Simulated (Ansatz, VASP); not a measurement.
# CsBiSe3: VASP beside Ansatz, part 2 of 2

Wanted: the spread between two codes on one cell, functional and k mesh. The cell is generated by rule, not measured, and may not be a known phase. The cell is taken from a series of runs on this material, whose earlier steps may have relaxed, scaled, displaced or heated it; both programs get it as it stands.

VASP 6.6.1 and Ansatz 0.2.0.

So far: Starting point; VASP: relaxation of cell and atoms, PBE, pair 1; Ansatz: relaxation of cell and atoms, PBE, pair 1; Comparison.

## Step 5: VASP: relaxation of cell and atoms, PBE, pair 2

Level of this step: PBE; plane waves and PAW (Cs_sv, Bi_d, Se); invented cell (VASP).

The relaxed volume is the usual yardstick between codes: in a stiff, nearly cubic crystal its relative difference is about their pressure difference at one cell divided by the bulk modulus.

Contents of INCAR:

```
SYSTEM = CsBiSe3
PREC = Accurate
ENCUT = 500
EDIFF = 1E-07
NELM = 120
ISMEAR = 1
SIGMA = 0.2
LREAL = .FALSE.
ALGO = Normal
GGA = PE
NBANDS = 27
LORBIT = 11
LWAVE = .FALSE.
LCHARG = .FALSE.
ISIF = 3
IBRION = 2
NSW = 80
EDIFFG = -0.005
LASPH = .TRUE.
GGA_COMPAT = .FALSE.
NELMIN = 4
KPAR = 2
```

Contents of POSCAR:

```
CsBiSe3
1.0
    5.6511980000      0.0000000000      0.0000000000
    0.0000000000      5.6511980000      0.0000000000
    0.0000000000      0.0000000000      5.6511980000
Cs Bi Se
1 1 3
Direct
    0.0000000000      0.0000000000      0.0000000000
    0.5000000000      0.5000000000      0.5000000000
    0.5000000000      0.5000000000      0.0000000000
    0.5000000000      0.0000000000      0.5000000000
    0.0000000000      0.5000000000      0.5000000000
```

Contents of KPOINTS:

```
Automatic mesh
0
Gamma
6 6 6
0 0 0
```

Potentials, in the order of the species: Cs_sv, Bi_d and Se (PBE family, release 64).

Launch:

```sh
mpirun -np 2 vasp_std
```

Numbers of over 12 decimals in the logs are rounded to 6 here.

The log of the run:

```text
[... set-up lines as in an earlier step ...]
 entering main loop
       N       E                     dE             d eps       ncg     rms          rms(c)
DAV:   1     0.343702306379E+03    0.34370E+03   -0.18326E+04  1080   0.138E+03
DAV:   2     0.164186960964E+02   -0.32728E+03   -0.32054E+03  1305   0.306E+02
DAV:   3    -0.164606820569E+02   -0.32879E+02   -0.32580E+02  1373   0.114E+02
DAV:   4    -0.173775968418E+02   -0.91691E+00   -0.91284E+00  1308   0.225E+01
[...]
DAV:  12    -0.166736894027E+02   -0.12077E-04   -0.47190E-05  1259   0.387E-02    0.494E-03
DAV:  13    -0.166736902346E+02   -0.83190E-06   -0.26110E-06  1575   0.112E-02    0.178E-03
DAV:  14    -0.166736902273E+02    0.72346E-08   -0.18043E-07  1044   0.328E-03
   1 F= -.16673690E+02 E0= -.16676056E+02  d E =-.166737E+02
[...]
N       E                     dE             d eps       ncg     rms          rms(c)
DAV:   1    -0.166751944905E+02   -0.15043E-02   -0.36539E-02  1387   0.181E+00    0.187E-01
DAV:   2    -0.166740393744E+02    0.11551E-02   -0.20232E-03  1333   0.462E-01    0.808E-02
DAV:   3    -0.166737713657E+02    0.26801E-03   -0.11186E-03  1478   0.293E-01    0.193E-02
DAV:   4    -0.166737757171E+02   -0.43514E-05   -0.28084E-05  1223   0.391E-02    0.123E-02
DAV:   5    -0.166737795273E+02   -0.38102E-05   -0.56656E-06  1505   0.163E-02    0.239E-03
DAV:   6    -0.166737796956E+02   -0.16834E-06   -0.42971E-07  1280   0.688E-03    0.671E-04
DAV:   7    -0.166737795463E+02    0.14931E-06   -0.89760E-08   732   0.269E-03    0.235E-04
DAV:   8    -0.166737795336E+02    0.12665E-07   -0.13780E-08   701   0.110E-03
   2 F= -.16673780E+02 E0= -.16676271E+02  d E =-.893063E-04
 trial-energy change:   -0.000089  1 .order   -0.000091   -0.000167   -0.000014
 step:   1.0963(harm=  1.0909)  dis= 0.00000  next Energy=   -16.673780 (dE=-0.900E-04)
 reached required accuracy - stopping structural energy minimisation
```

Parts of OUTCAR (step 5):

```text
  Total       -0.0063357     -0.0063357     -0.0063357      0.0000000      0.0000000      0.0000000
  in kB       -0.0563686     -0.0563686     -0.0563686      0.0000000      0.0000000      0.0000000
  external PRESSURE =      -0.0563686 kB  Pullay stress =       0.0000000 kB

 POSITION                                       TOTAL-FORCE (eV/Angst)
 -----------------------------------------------------------------------------------
      0.00000      0.00000      0.00000        -0.000000      0.000000      0.000000
      2.82353      2.82353      2.82353         0.000000     -0.000000      0.000000
      2.82353      2.82353     -0.00000        -0.000000      0.000000      0.000000
      2.82353     -0.00000      2.82353        -0.000000      0.000000      0.000000
     -0.00000      2.82353      2.82353         0.000000      0.000000      0.000000
 -----------------------------------------------------------------------------------
    total drift:                                0.000000     -0.000000     -0.000000

  FREE ENERGIE OF THE ION-ELECTRON SYSTEM (eV)
  ---------------------------------------------------
  free  energy   TOTEN  =       -16.6737795336 eV

  energy  without entropy=      -16.6812540089  energy(sigma->0) =      -16.67627103

[... 2 parts as in an earlier step ...]

[... 2 further parts left out ...]
[key lines of the parts left out:]
E-fermi :   1.4733
```

## Step 6: Ansatz: relaxation of cell and atoms, PBE, pair 2

The same cell, functional, mesh and smearing now go to Ansatz, which takes its cutoff from its data sets.

The cell is taken from a series of runs on this material, whose earlier steps may have relaxed, scaled, displaced or heated it; both programs get it as it stands.

Contents of input.yaml:

```yaml
crystal:
  lattice:
    - [5.6511980684, 0.0, 0.0]
    - [0.0, 5.6511980684, 0.0]
    - [0.0, 0.0, 5.6511980684]
  atoms:
    - { symbol: Cs, position: [0.0, 0.0, 0.0] }
    - { symbol: Bi, position: [0.5, 0.5, 0.5] }
    - { symbol: Se, position: [0.5, 0.5, 0.0] }
    - { symbol: Se, position: [0.5, 0.0, 0.5] }
    - { symbol: Se, position: [0.0, 0.5, 0.5] }
kpoints:
  mp_grid: { grid: [6, 6, 6] }
hamiltonian:
  xc: pbe
  pseudopotentials: { kind: paw, azcp: { folder: soft_1 } }
scf:
  occupations: { method: methfessel_paxton, width: 0.2 }
output:
  forces: true
  stress: true
  eigenvalues: true
relax:
  adjacent_minimum: "off"
  f_tol: 0.001
  max_steps: 60
  cell: { stress_tol: 0.01 }
```

Launch:

```sh
ansatz run input.yaml --threads 4 --pin off --max-ram 16384MiB --backend cpu --events-out ev --progress --plain --runs-dir out
```

The log of the run:

```text
[...]
Crystal: 5 atoms, lattice volume = 180.477 Å³
Basis set: ecut = 420 eV, 3575 PW (Γ), exchange–correlation on 80×80×80 points (8 copies of the dense FFT grid, shifted against one another)
Bands: 44, of which v1, the nominal top of the filled ones, is band 36 counted from 1 (35 counted from 0)
Symmetry: 48 space group operations
[...]
k-points: 20 of 216
[...]
--- Relaxed structure (3 steps of the walk, 3 accepted, 1 SCFs on fresh bases) ---
[...]
cell:  # Å, volume = 179.9589 Å³
    - [5.645787, 0, 0]
    - [0, 5.645787, 0.0]
    - [0, 0.0, 5.645787]
  atoms:
    - { symbol: Cs, position: [0, 0, 0] }
    - { symbol: Bi, position: [0.5, 0.5, 0.5] }
    - { symbol: Se, position: [0.5, 0.5, 0] }
    - { symbol: Se, position: [0.5, 0, 0.5] }
    - { symbol: Se, position: [0, 0.5, 0.5] }
[key lines of the parts left out:]
SCF converged after 6 iterations
Free energy (F): -34478.835361 eV
Fermi energy:    5.032437 eV
P = ⅓ Tr σ = 0.0003 GPa (0.003 kbar)
```

## Step 7: Differences

What differs besides the data sets and the points named for the pairs above, as far as they apply: the data sets hold 72 valence electrons in Ansatz (on its PAW soft_1 files) and 42 in VASP. Total energies have different zeros and are not compared.

Both answers:

| quantity | Ansatz | VASP | difference |
| --- | --- | --- | --- |
| volume (Å³) | 179.96 | 180.08 | -0.07 % |
| edge a after relaxation, in the typed setting (Å) | 5.646 | 5.647 | -0.02 % |

## Step 8: Outcome

```json
{"difference in volume (relaxation of cell and atoms, PBE, pair 1)": "0.065 %", "difference in volume (relaxation of cell and atoms, PBE, pair 2)": "-0.067 %"}
```

The difference in volume is -0.067 % (relaxation of cell and atoms, PBE, pair 2), within the 1.2 % picked in this series as the mark of a large difference, as far as the stopping tolerances let one tell. The data sets hold unlike numbers of valence electrons (72 in Ansatz and 42 in VASP), so part of the differences comes from the potentials. 2 further runs of this series are not shown here. Such differences can come from data sets, numerical settings and the points named under the comparisons, not from the functional's error against experiment.

[Lines on the potential files, build, host, timing and source positions are cut from VASP's logs without a mark.]

[Logs are printed without paths, hosts, clocks, repeated set-up lines and the standing remarks that a program may print on its own settings, such as how far it seeks lower states.]

[Hosts, paths, dates, database ids (printed as entryN), source tags and the programs' standing remarks are cut or masked in the printed files.]
